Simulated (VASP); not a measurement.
# LaZnSbO: gap against volume and shear, part 2 of 2

Aim: follow the gap and pressure of LaZnSbO through compression, expansion and shear. All runs use LDA. Left out of this account: at least 1 further run (fields: a reference on another mesh). The start is a computed cell from the Materials Project.

VASP 6.6.1; LDA; plane waves and PAW (La, Zn, Sb, O).

Still holding for the runs below: The k-mesh is coarse for a metal. Spin-orbit coupling is off here; it can split and shift levels that hold much weight on La and Sb by tenths of an eV or more. The electron count would fill whole bands, but the bands touch or overlap. That can be a semimetal, a small gap that the functional closes or, with several bands partly filled, an ordinary metal.

So far, least gap on mesh and path (eV): step 5 (bands, sheared, principal strains -4.2, +1.5, +2.9 %) 0.108.

## Step 6: Bands, volume times 0.96

The cell is compressed evenly, with fractional positions held.

The input, INCAR:

```
SYSTEM = LaZnSbO
PREC = Accurate
ENCUT = 520
EDIFF = 1E-06
NELM = 100
ISMEAR = -1
SIGMA = 0.05
LREAL = .FALSE.
ALGO = Normal
GGA = CA
NBANDS = 54
LASPH = .TRUE.
LORBIT = 11
LWAVE = .FALSE.
LCHARG = .FALSE.
KPAR = 8
```

The input, POSCAR:

```
LaZnSbO
1.0
    4.1889056001      0.0000000000      0.0000000000
    0.0000000000      4.1889056001      0.0000000000
    0.0000000000      0.0000000000      9.5354560803
La Zn Sb O
2 2 2 2
Direct
    0.0000000000      0.5000000000      0.8806920000
    0.5000000000      0.0000000000      0.1193080000
    0.0000000000      0.0000000000      0.5000000000
    0.5000000000      0.5000000000      0.5000000000
    0.5000000000      0.0000000000      0.6801500000
    0.0000000000      0.5000000000      0.3198500000
    0.5000000000      0.5000000000      0.0000000000
    0.0000000000      0.0000000000      0.0000000000
```

The input, KPOINTS:

```
Automatic mesh
0
Gamma
7 7 3
0 0 0
```

The input, KPOINTS_OPT:

```
Line mode
12
Line-mode
Reciprocal
  0.00000000   0.00000000   0.00000000 GAMMA
  0.00000000   0.50000000   0.00000000 X

  0.00000000   0.50000000   0.00000000 X
  0.50000000   0.50000000   0.00000000 M

  0.50000000   0.50000000   0.00000000 M
  0.00000000   0.00000000   0.00000000 GAMMA

  0.00000000   0.00000000   0.00000000 GAMMA
  0.00000000   0.00000000   0.50000000 Z

  0.00000000   0.00000000   0.50000000 Z
  0.00000000   0.50000000   0.50000000 R

  0.00000000   0.50000000   0.50000000 R
  0.50000000   0.50000000   0.50000000 A

  0.50000000   0.50000000   0.50000000 A
  0.00000000   0.00000000   0.50000000 Z

  0.00000000   0.50000000   0.00000000 X
  0.00000000   0.50000000   0.50000000 R

  0.50000000   0.50000000   0.00000000 M
  0.50000000   0.50000000   0.50000000 A
```

The projector-augmented-wave data sets are La, Zn, Sb and O (LDA family, release 64).

The run is started by

```
> mpirun -np 8 vasp_std
```

Run time: 77 s. Hardware: 8 MPI ranks of Intel Xeon 6975P-C (Granite Rapids), shared host; peak memory 3.6 GiB.

This step gave:

| Quantity | Value |
| --- | --- |
| irreducible k-points | 20 |
| symmetry operations | 16 |
| free energy (TOTEN) | -50.2834 eV |
| energy at zero smearing | -50.2807 eV |
| Fermi energy | 7.090 eV |
| pressure | -2.658 GPa |
| metallic, judged on the points sampled | yes |

Electronic bands along the path, in eV, zero at the Fermi level; # counts the bands kept in this run:

| point | #19 | #20 | #21 | #22 | #23 | #24 | #25 | #26 |
| --- | --- | --- | --- | --- | --- | --- | --- | --- |
| Γ | -2.07 | -0.87 | -0.14 | -0.03 | -0.03 | 1.16 | 1.51 | 1.65 |
| 0.45 of the way | -1.79 | -1.73 | -1.26 | -0.11 | 0.82 | 1.46 | 1.75 | 1.85 |
| X | -2.17 | -2.17 | -0.76 | -0.76 | 1.44 | 1.44 | 1.57 | 1.57 |
| 0.45 of the way | -2.48 | -2.48 | -2.09 | -2.09 | 1.06 | 1.06 | 1.41 | 1.41 |
| M | -3.28 | -3.28 | -2.91 | -2.91 | 0.68 | 0.68 | 0.91 | 0.91 |
| 0.55 of the way | -3.21 | -1.88 | -1.58 | -1.55 | 1.35 | 1.59 | 1.60 | 1.88 |
| Γ | -2.07 | -0.87 | -0.14 | -0.03 | -0.03 | 1.16 | 1.51 | 1.65 |
| 0.45 of the way | -2.03 | -1.25 | -0.09 | -0.08 | -0.08 | 1.19 | 1.27 | 1.65 |
| Z | -1.99 | -1.80 | -0.16 | -0.16 | -0.01 | 1.05 | 1.25 | 1.65 |
| 0.45 of the way | -1.62 | -1.56 | -1.42 | -0.29 | 0.90 | 1.39 | 1.59 | 1.83 |
| R | -1.90 | -1.90 | -0.73 | -0.73 | 1.21 | 1.21 | 1.66 | 1.66 |
| 0.45 of the way | -2.54 | -2.54 | -2.22 | -2.22 | 1.20 | 1.20 | 1.53 | 1.53 |
| A | -3.29 | -3.29 | -2.80 | -2.80 | 0.78 | 0.78 | 1.31 | 1.31 |
| 0.45 of the way | -3.43 | -2.27 | -1.65 | -1.57 | 1.27 | 1.28 | 1.30 | 1.91 |
| Z | -1.99 | -1.80 | -0.16 | -0.16 | -0.01 | 1.05 | 1.25 | 1.65 |
| jump to X | -2.17 | -2.17 | -0.76 | -0.76 | 1.44 | 1.44 | 1.57 | 1.57 |
| 0.55 of the way | -2.02 | -2.02 | -0.74 | -0.74 | 1.32 | 1.32 | 1.61 | 1.61 |
| R | -1.90 | -1.90 | -0.73 | -0.73 | 1.21 | 1.21 | 1.66 | 1.66 |
| jump to M | -3.28 | -3.28 | -2.91 | -2.91 | 0.68 | 0.68 | 0.91 | 0.91 |
| 0.45 of the way | -3.28 | -3.28 | -2.86 | -2.86 | 0.72 | 0.72 | 1.05 | 1.05 |
| A | -3.29 | -3.29 | -2.80 | -2.80 | 0.78 | 0.78 | 1.31 | 1.31 |

Of the projections kept (La, Zn, Sb, O), the largest for each band there, as a share of the weight inside these atoms' spheres; weight between the spheres isn't counted:

| point | #19 | #20 | #21 | #22 | #23 | #24 | #25 | #26 |
| --- | --- | --- | --- | --- | --- | --- | --- | --- |
| Γ | Sb 0.55 | Sb 0.53 | Zn 0.82 | Sb 0.69 | Sb 0.69 | La 0.39 | La 0.88 | La 1.00 |
| X | Sb 0.56 | Sb 0.56 | Sb 0.62 | Sb 0.62 | La 0.73 | La 0.73 | La 0.67 | La 0.67 |
| M | Sb 0.57 | Sb 0.57 | Sb 0.48 | Sb 0.48 | La 0.49 | La 0.49 | La 0.56 | La 0.56 |
| Γ | Sb 0.55 | Sb 0.53 | Zn 0.82 | Sb 0.69 | Sb 0.69 | La 0.39 | La 0.88 | La 1.00 |
| Z | Sb 0.50 | Sb 0.63 | Sb 0.70 | Sb 0.70 | Zn 0.87 | La 0.88 | La 0.50 | La 1.00 |
| R | Sb 0.57 | Sb 0.57 | Sb 0.62 | Sb 0.62 | La 0.61 | La 0.61 | La 0.79 | La 0.79 |

Force by atom:

| atom | x (eV/Å) | y (eV/Å) | z (eV/Å) | size |
| --- | --- | --- | --- | --- |
| La1 | 0.000 | 0.000 | -0.066 | 0.066 |
| La2 | 0.000 | 0.000 | 0.066 | 0.066 |
| Zn3 | 0.000 | 0.000 | 0.000 | 0.000 |
| Zn4 | 0.000 | 0.000 | 0.000 | 0.000 |
| Sb5 | 0.000 | 0.000 | -0.120 | 0.120 |
| Sb6 | 0.000 | 0.000 | 0.120 | 0.120 |
| O7 | 0.000 | 0.000 | 0.000 | 0.000 |
| O8 | 0.000 | 0.000 | 0.000 | 0.000 |

There is no gap at this level; the bands overlap by 0.06 eV. Semilocal levels underestimate gaps, so a small one may be lost here. The pressure is -2.66 GPa.

## Step 7: Bands, volume times 0.92

The cell is scaled evenly once more. A prediction first. A least-squares parabola for the 4 pressures of evenly scaled cells so far, P = -5.82 -70.8 t +161 t² GPa with t = ln(V/V₁) and V₁ the volume at scale 1, gives 1.20 GPa at t = -0.0834.

INCAR is that of step 6.

POSCAR, as its differences from that of step 6:

```diff
@@ -2,5 +2,5 @@
 1.0
-    4.1889056001      0.0000000000      0.0000000000
-    0.0000000000      4.1889056001      0.0000000000
-    0.0000000000      0.0000000000      9.5354560803
+    4.1298990698      0.0000000000      0.0000000000
+    0.0000000000      4.1298990698      0.0000000000
+    0.0000000000      0.0000000000      9.4011359902
 La Zn Sb O
```

KPOINTS is that of step 6.

KPOINTS_OPT is that of step 6.

The run is started by

```
> mpirun -np 8 vasp_std
```

Wall time 74 s (8 MPI ranks); peak memory 3.6 GiB; 9.8 min of CPU time.

Numbers from this step:

- free energy (TOTEN): -50.3131 eV
- energy at zero smearing: -50.3106 eV
- Fermi energy: 7.594 eV
- pressure: 1.329 GPa

The electronic bands at the labelled points (eV, zero at the Fermi level; # counts the bands kept in this run):

| point | #19 | #20 | #21 | #22 | #23 | #24 | #25 | #26 |
| --- | --- | --- | --- | --- | --- | --- | --- | --- |
| Γ | -2.20 | -0.92 | -0.14 | -0.03 | -0.03 | 1.15 | 1.52 | 1.67 |
| 0.55 of the way | -2.12 | -1.70 | -1.52 | -0.18 | 0.99 | 1.46 | 1.83 | 1.97 |
| X | -2.28 | -2.28 | -0.82 | -0.82 | 1.48 | 1.48 | 1.61 | 1.61 |
| 0.45 of the way | -2.61 | -2.61 | -2.20 | -2.20 | 1.05 | 1.05 | 1.40 | 1.40 |
| M | -3.47 | -3.47 | -3.08 | -3.08 | 0.67 | 0.67 | 0.87 | 0.87 |
| 0.55 of the way | -3.40 | -2.00 | -1.66 | -1.63 | 1.39 | 1.61 | 1.62 | 1.94 |
| Γ | -2.20 | -0.92 | -0.14 | -0.03 | -0.03 | 1.15 | 1.52 | 1.67 |
| 0.45 of the way | -2.17 | -1.32 | -0.09 | -0.09 | -0.08 | 1.18 | 1.26 | 1.67 |
| Z | -2.12 | -1.90 | -0.16 | -0.16 | 0.01 | 1.01 | 1.24 | 1.67 |
| 0.55 of the way | -1.84 | -1.57 | -1.49 | -0.38 | 1.07 | 1.26 | 1.68 | 1.77 |
| R | -1.99 | -1.99 | -0.79 | -0.79 | 1.25 | 1.25 | 1.71 | 1.71 |
| 0.55 of the way | -3.04 | -3.04 | -2.49 | -2.49 | 1.17 | 1.17 | 1.46 | 1.46 |
| A | -3.46 | -3.46 | -2.95 | -2.95 | 0.78 | 0.78 | 1.31 | 1.31 |
| 0.55 of the way | -3.52 | -2.02 | -1.47 | -1.32 | 1.33 | 1.49 | 1.49 | 1.96 |
| Z | -2.12 | -1.90 | -0.16 | -0.16 | 0.01 | 1.01 | 1.24 | 1.67 |
| jump to X | -2.28 | -2.28 | -0.82 | -0.82 | 1.48 | 1.48 | 1.61 | 1.61 |
| 0.45 of the way | -2.16 | -2.16 | -0.81 | -0.81 | 1.39 | 1.39 | 1.64 | 1.64 |
| R | -1.99 | -1.99 | -0.79 | -0.79 | 1.25 | 1.25 | 1.71 | 1.71 |
| jump to M | -3.47 | -3.47 | -3.08 | -3.08 | 0.67 | 0.67 | 0.87 | 0.87 |
| 0.45 of the way | -3.47 | -3.47 | -3.02 | -3.02 | 0.72 | 0.72 | 1.02 | 1.02 |
| A | -3.46 | -3.46 | -2.95 | -2.95 | 0.78 | 0.78 | 1.31 | 1.31 |

Of the projections kept (La, Zn, Sb, O), the largest for each band there, as a share of the weight inside these atoms' spheres; weight between the spheres isn't counted:

| point | #19 | #20 | #21 | #22 | #23 | #24 | #25 | #26 |
| --- | --- | --- | --- | --- | --- | --- | --- | --- |
| Γ | Sb 0.53 | Sb 0.52 | Zn 0.80 | Sb 0.68 | Sb 0.68 | La 0.36 | La 0.85 | La 1.00 |
| X | Sb 0.55 | Sb 0.55 | Sb 0.61 | Sb 0.61 | La 0.81 | La 0.81 | La 0.56 | La 0.56 |
| M | Sb 0.60 | Sb 0.60 | Sb 0.47 | Sb 0.47 | La 0.49 | La 0.49 | La 0.54 | La 0.54 |
| Γ | Sb 0.53 | Sb 0.52 | Zn 0.80 | Sb 0.68 | Sb 0.68 | La 0.36 | La 0.85 | La 1.00 |
| Z | Sb 0.49 | Sb 0.62 | Sb 0.69 | Sb 0.69 | Zn 0.85 | La 0.86 | La 0.47 | La 1.00 |
| R | Sb 0.56 | Sb 0.56 | Sb 0.61 | Sb 0.61 | La 0.65 | La 0.65 | La 0.75 | La 0.75 |

Force by atom:

| atom | x (eV/Å) | y (eV/Å) | z (eV/Å) | size |
| --- | --- | --- | --- | --- |
| La1 | 0.000 | 0.000 | -0.616 | 0.616 |
| La2 | 0.000 | 0.000 | 0.616 | 0.616 |
| Zn3 | 0.000 | 0.000 | 0.000 | 0.000 |
| Zn4 | 0.000 | 0.000 | 0.000 | 0.000 |
| Sb5 | 0.000 | 0.000 | 0.115 | 0.115 |
| Sb6 | 0.000 | 0.000 | -0.115 | 0.115 |
| O7 | 0.000 | 0.000 | 0.000 | 0.000 |
| O8 | 0.000 | 0.000 | 0.000 | 0.000 |

There is no gap at this level; the bands overlap by 0.06 eV. Semilocal levels underestimate gaps, so a small one may be lost here. The pressure is 1.33 GPa. The parabola predicted 1.20 GPa, -0.12 GPa off.

## Step 8: Bands, atoms displaced by up to 0.03 Å

In the first cell the atoms are moved off their sites at random; since the same shifts repeat in every cell, this is a frozen displacement of whole sublattices.

INCAR is that of step 7.

The input, POSCAR:

```
LaZnSbO
1.0
    4.2462950000      0.0000000000      0.0000000000
    0.0000000000      4.2462950000      0.0000000000
    0.0000000000      0.0000000000      9.6660950000
La Zn Sb O
2 2 2 2
Direct
   -0.0009090000      0.4974910000      0.8817510000
    0.4969280000     -0.0021700000      0.1201900000
    0.0028230000      0.0015240000      0.4983040000
    0.4980020000      0.4983030000      0.5009300000
    0.5010930000     -0.0023740000      0.6816960000
   -0.0021530000      0.5027140000      0.3219700000
    0.4967410000      0.5010560000     -0.0001950000
   -0.0003190000      0.0032720000      0.0004550000
```

KPOINTS is that of step 7.

KPOINTS_OPT is that of step 7.

The run is started by

```
> mpirun -np 8 vasp_std
```

Elapsed: 1.8 min, on 8 MPI ranks; peak memory 8.3 GiB.

This step gave:

```
irreducible k-points    : 74
symmetry operations     : 1
free energy (TOTEN)     : -50.0949 eV
energy at zero smearing : -50.0922 eV
Fermi energy            : 6.633 eV
pressure                : -5.772 GPa
```

Electronic bands along the path, in eV, zero at the Fermi level; # counts the bands kept in this run:

| point | #19 | #20 | #21 | #22 | #23 | #24 | #25 | #26 |
| --- | --- | --- | --- | --- | --- | --- | --- | --- |
| Γ | -1.95 | -0.82 | -0.16 | -0.03 | -0.02 | 1.15 | 1.48 | 1.61 |
| 0.55 of the way | -1.95 | -1.49 | -1.37 | -0.14 | 0.95 | 1.38 | 1.67 | 1.81 |
| X | -2.09 | -2.07 | -0.73 | -0.65 | 1.36 | 1.39 | 1.51 | 1.56 |
| 0.55 of the way | -2.73 | -2.64 | -2.07 | -2.05 | 0.94 | 0.97 | 1.22 | 1.27 |
| M | -3.11 | -3.10 | -2.77 | -2.74 | 0.67 | 0.68 | 0.91 | 0.95 |
| 0.55 of the way | -3.05 | -1.79 | -1.52 | -1.46 | 1.31 | 1.54 | 1.57 | 1.79 |
| Γ | -1.95 | -0.82 | -0.16 | -0.03 | -0.02 | 1.15 | 1.48 | 1.61 |
| 0.45 of the way | -1.91 | -1.19 | -0.14 | -0.08 | -0.06 | 1.18 | 1.27 | 1.61 |
| Z | -1.87 | -1.72 | -0.17 | -0.15 | -0.04 | 1.08 | 1.25 | 1.61 |
| 0.45 of the way | -1.52 | -1.49 | -1.35 | -0.26 | 0.86 | 1.35 | 1.54 | 1.75 |
| R | -1.84 | -1.81 | -0.71 | -0.62 | 1.14 | 1.16 | 1.58 | 1.65 |
| 0.45 of the way | -2.45 | -2.37 | -2.12 | -2.09 | 1.16 | 1.17 | 1.49 | 1.54 |
| A | -3.12 | -3.12 | -2.68 | -2.65 | 0.77 | 0.77 | 1.27 | 1.34 |
| 0.55 of the way | -3.18 | -1.83 | -1.31 | -1.22 | 1.34 | 1.39 | 1.41 | 1.79 |
| Z | -1.87 | -1.72 | -0.17 | -0.15 | -0.04 | 1.08 | 1.25 | 1.61 |
| jump to X | -2.09 | -2.07 | -0.73 | -0.65 | 1.36 | 1.39 | 1.51 | 1.56 |
| 0.45 of the way | -1.99 | -1.96 | -0.72 | -0.64 | 1.27 | 1.30 | 1.54 | 1.59 |
| R | -1.84 | -1.81 | -0.71 | -0.62 | 1.14 | 1.16 | 1.58 | 1.65 |
| jump to M | -3.11 | -3.10 | -2.77 | -2.74 | 0.67 | 0.68 | 0.91 | 0.95 |
| 0.45 of the way | -3.11 | -3.11 | -2.73 | -2.70 | 0.71 | 0.71 | 1.04 | 1.09 |
| A | -3.12 | -3.12 | -2.68 | -2.65 | 0.77 | 0.77 | 1.27 | 1.34 |

Of the projections kept (La, Zn, Sb, O), the largest for each band there, as a share of the weight inside these atoms' spheres; weight between the spheres isn't counted:

| point | #19 | #20 | #21 | #22 | #23 | #24 | #25 | #26 |
| --- | --- | --- | --- | --- | --- | --- | --- | --- |
| Γ | Sb 0.56 | Sb 0.54 | Zn 0.79 | Sb 0.67 | Sb 0.67 | La 0.41 | La 0.90 | La 1.00 |
| X | Sb 0.56 | Sb 0.57 | Sb 0.62 | Sb 0.63 | La 0.68 | La 0.58 | La 0.85 | La 0.75 |
| M | Sb 0.56 | Sb 0.56 | Sb 0.50 | Sb 0.49 | La 0.48 | La 0.48 | La 0.57 | La 0.58 |
| Γ | Sb 0.56 | Sb 0.54 | Zn 0.79 | Sb 0.67 | Sb 0.67 | La 0.41 | La 0.90 | La 1.00 |
| Z | Sb 0.52 | Sb 0.64 | Sb 0.66 | Sb 0.70 | Zn 0.83 | La 0.90 | La 0.54 | La 1.00 |
| R | Sb 0.57 | Sb 0.57 | Sb 0.62 | Sb 0.63 | La 0.58 | La 0.56 | La 0.84 | La 0.83 |

Force by atom:

| atom | x (eV/Å) | y (eV/Å) | z (eV/Å) | size |
| --- | --- | --- | --- | --- |
| La1 | -0.014 | 0.053 | 0.308 | 0.313 |
| La2 | 0.021 | 0.065 | -0.464 | 0.469 |
| Zn3 | -0.022 | 0.005 | 0.151 | 0.153 |
| Zn4 | 0.012 | 0.000 | 0.083 | 0.084 |
| Sb5 | 0.007 | 0.010 | -0.423 | 0.423 |
| Sb6 | -0.007 | -0.017 | 0.163 | 0.164 |
| O7 | 0.046 | -0.020 | 0.100 | 0.112 |
| O8 | -0.044 | -0.097 | 0.082 | 0.134 |

There is no gap at this level; the bands overlap by 0.03 eV. Semilocal levels underestimate gaps, so a small one may be lost here. The pressure is -5.77 GPa, and the symmetry operations fall from 16 to 1.

## Step 9: Side by side

```
                                         cell   mesh  pressure (GPa)           gap (eV)  direct gap (eV)
                               cell as listed  7×7×3           -5.83               none                -
                            volume times 1.04  7×7×3           -8.34               none                -
                            volume times 1.08  7×7×3          -10.32               none                -
sheared, principal strains -4.2, +1.5, +2.9 %  7×7×3           -5.78              0.108            0.236
                            volume times 0.96  7×7×3           -2.66               none                -
                            volume times 0.92  7×7×3            1.33               none                -
              atoms displaced by up to 0.03 Å  7×7×3           -5.77  none or under 0.1                -
```

## Step 10: Outcome

| Property | Result |
| --- | --- |
| gap, cell as listed | none |
| gap, volume times 1.04 | none |
| gap, volume times 1.08 | none |
| gap, sheared, principal strains -4.2, +1.5, +2.9 % | 0.108 eV |
| gap, volume times 0.96 | none |
| gap, volume times 0.92 | none |
| gap, atoms displaced by up to 0.03 Å | none or under 0.1 |
| bulk modulus at the listed volume, shape and positions held | 71.4 GPa |

In words: The slope of pressure against ln V at the listed volume gives a bulk modulus of 71.4 GPa at fixed shape and positions, above that of a cell free to relax (not that of equilibrium, since the cell bears -5.8 GPa there). A cell with a path of its own may have its gap from unlike samples: sheared, principal strains -4.2, +1.5, +2.9 %. The atoms were not relaxed in the changed cells. Spin-orbit coupling is left out, and with elements this heavy it would split and shift bands near the edges, and it can change the kind of a small gap.

[Lines on the potential files, build, host, timing and source positions are cut from VASP's logs without a mark.]

[Logs are printed without paths, hosts, clocks, repeated set-up lines and the standing remarks that a program may print on its own settings, such as how far it seeks lower states.]

[Hosts, paths, dates, database ids (printed as entryN), source tags and the programs' standing remarks are cut or masked in the printed files.]

[A measured line is paired with the nearest computed mode of its activity, which favours agreement.]

[In band tables of VASP the shares of atoms and orbitals are scaled to a sum of 1 inside the atoms' spheres.]
